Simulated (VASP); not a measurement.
The cell holds one Na (bcc) (111) slab, with vacuum along c, ions free to move until forces fall under 0.03 eV/Å, no reconstruction beyond this cell, dipole correction on.

Given:

```
CELL_PARAMETERS angstrom
      5.89101     0.00000     0.00000
     -2.94550     5.10176     0.00000
      0.00000     0.00000    24.28747
ATOMIC_POSITIONS crystal
  Na 0.66667 0.33333 0.33280
  Na 0.33333 0.66667 0.38390
  Na 0.00000 0.00000 0.42065
  Na 0.66667 0.33333 0.47306
  Na 0.33333 0.66667 0.52694
  Na 0.00000 0.00000 0.57935
  Na 0.66667 0.33333 0.61610
  Na 0.33333 0.66667 0.66720
```

Method: PBEsol GGA, VASP's PBE PAW potentials (set 64) (plane waves; VASP). Run with 400 eV cut-off, 6×6×1 Γ-centred mesh, first-order Methfessel-Paxton smearing of 0.10 eV, potentials Na_pv.

Slab and bulk use different k-meshes, so the surface energy is good to a few per cent at best.

Predict its surface energy, work function, band gap (on the k-mesh).

The surface energy comes out as 0.28 J/m^2 and the work function is 2.49 eV. The band gap (on the k-mesh) is none (metal, semimetal or under 0.01 eV).

The cell is a thin slab with vacuum, built from Na (bcc): (111) face.
